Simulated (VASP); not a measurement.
An input for Ansatz (written as the equivalent of a VASP run, and not itself run):

Ansatz 0.2 input:
```yaml
crystal:
  lattice:
    - [1.8085967, -3.1325814, 0.0000000]
    - [1.8085967, 3.1325814, 0.0000000]
    - [0.0000000, 0.0000000, 5.6370528]
  atoms:
    - { symbol: Lu, position: [0.3333330, 0.6666670, 0.2500000] }
    - { symbol: Lu, position: [0.6666670, 0.3333330, 0.7500000] }
kpoints:
  mp_grid: { grid: [12, 12, 6] }
hamiltonian:
  xc: r2scan
  pseudopotentials: { kind: paw }
scf:
  occupations: { method: methfessel_paxton, width: 0.1 }
  max_iter: 100
output: { forces: true, stress: true, eigenvalues: true }
```

Task: Translate this input to VASP (INCAR, KPOINTS, POSCAR, choice of POTCAR).

Result: One answer among several that fit: 
### INCAR
```
# general
SYSTEM   =  Lu
PREC     =  Accurate
ENCUT    =  480
LREAL    =  .FALSE.   # projection in real space or not
LASPH    =  .TRUE.   # aspherical one-centre terms

# electronic loop
EDIFF    =  1E-7
NELM     =  100   # most electronic steps
ALGO     =  Normal   # blocked Davidson
LMAXMIX  =  6
LMIXTAU  =  .TRUE.

# smearing
ISMEAR   =  1   # Methfessel-Paxton
SIGMA    =  0.1   # width (eV)

# functional
METAGGA  =  R2SCAN

# ions
ISIF     =  2   # forces and stress, cell fixed

# output
LWAVE    =  .FALSE.
LCHARG   =  .FALSE.
```

**KPOINTS**
```
Automatic mesh
0
Gamma
12 12 6
0 0 0
```

POSCAR:
```
Lu
1.0
  1.8085966509  -3.1325813800   0.0000000000
  1.8085966509   3.1325813800   0.0000000000
  0.0000000000   0.0000000000   5.6370528030
Lu
2
Cartesian
  1.8085966509   1.0441958817   1.4092632007
  1.8085966509  -1.0441958817   4.2277896022
```

POTCAR, in this order: Lu_3 (PBE.64 set). Program: vasp_std.

Limits of the translation: each code has its own PAW files, so the cut-off isn't converted (ENCUT is set for VASP's; basis.ecutwfc is left out, and Ansatz then takes the one that its files recommend); Ansatz stops its SCF on the density residual and VASP on the energy change (EDIFF).

The compound is Lu in the hcp structure. This cell was strained or had an atom moved on purpose.
